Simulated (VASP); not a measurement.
Consider the following.

```yaml
crystal:
  lattice:
    - [4.99046, 0.00000, 0.00000]
    - [0.00000, 4.99046, 0.00000]
    - [0.00000, 0.00000, 3.41488]
  atoms:
    - { symbol: Pb, position: [0.00000, 0.00000, 0.00000] }
    - { symbol: Pb, position: [0.50000, 0.50000, 0.50000] }
    - { symbol: O, position: [0.30727, 0.30727, 0.00000] }
    - { symbol: O, position: [0.80727, 0.19273, 0.50000] }
    - { symbol: O, position: [0.19273, 0.80727, 0.50000] }
    - { symbol: O, position: [0.69273, 0.69273, 0.00000] }
```

Level of theory: r2SCAN meta-GGA with spin-orbit coupling, VASP's PBE PAW potentials (set 64) (plane waves; VASP). Run with 520 eV cut-off, 4×4×6 Γ-centred mesh, Gaussian smearing of 0.050 eV, potentials Pb_d O.

The path is coarsely sampled, so an indirect gap can come out somewhat too large.

Give the energies of bands 41 to 54 at the high-symmetry points, in eV from the valence-band maximum.

```json
[
 {"band": "41", "Γ": "-1.54", "X": "-1.27", "M": "-1.52", "Z": "-1.89", "R": "-1.05", "A": "-1.66"},
 {"band": "42", "Γ": "-1.54", "X": "-1.27", "M": "-1.52", "Z": "-1.89", "R": "-1.05", "A": "-1.66"},
 {"band": "43", "Γ": "-0.58", "X": "-1.27", "M": "-1.52", "Z": "-1.89", "R": "-1.03", "A": "-1.66"},
 {"band": "44", "Γ": "-0.58", "X": "-1.27", "M": "-1.52", "Z": "-1.89", "R": "-1.03", "A": "-1.66"},
 {"band": "45", "Γ": "-0.57", "X": "-0.53", "M": "-0.56", "Z": "-1.11", "R": "-0.77", "A": "-0.65"},
 {"band": "46", "Γ": "-0.57", "X": "-0.53", "M": "-0.56", "Z": "-1.11", "R": "-0.77", "A": "-0.65"},
 {"band": "47", "Γ": "-0.54", "X": "-0.53", "M": "-0.56", "Z": "-1.11", "R": "-0.76", "A": "-0.65"},
 {"band": "48", "Γ": "-0.54", "X": "-0.53", "M": "-0.56", "Z": "-1.11", "R": "-0.76", "A": "-0.65"},
 {"band": "49", "Γ": "-0.47", "X": "-0.34", "M": "-0.47", "Z": "-0.78", "R": "-0.08", "A": "-0.52"},
 {"band": "50", "Γ": "-0.47", "X": "-0.34", "M": "-0.47", "Z": "-0.78", "R": "-0.08", "A": "-0.52"},
 {"band": "51", "Γ": "-0.39", "X": "-0.34", "M": "-0.47", "Z": "-0.78", "R": "-0.08", "A": "-0.52"},
 {"band": "52", "Γ": "-0.39", "X": "-0.34", "M": "-0.47", "Z": "-0.78", "R": "-0.08", "A": "-0.52"},
 {"band": "53", "Γ": "0.09", "X": "2.87", "M": "3.31", "Z": "4.28", "R": "4.59", "A": "3.34"},
 {"band": "54", "Γ": "0.09", "X": "2.87", "M": "3.31", "Z": "4.28", "R": "4.59", "A": "3.34"}
]
```

The gap is direct, 0.07 eV, from the valence maximum at Γ-X at 0.25 to the conduction minimum at Γ-X at 0.25.

The compound is PbO2 in the rutile structure. It was relaxed first.
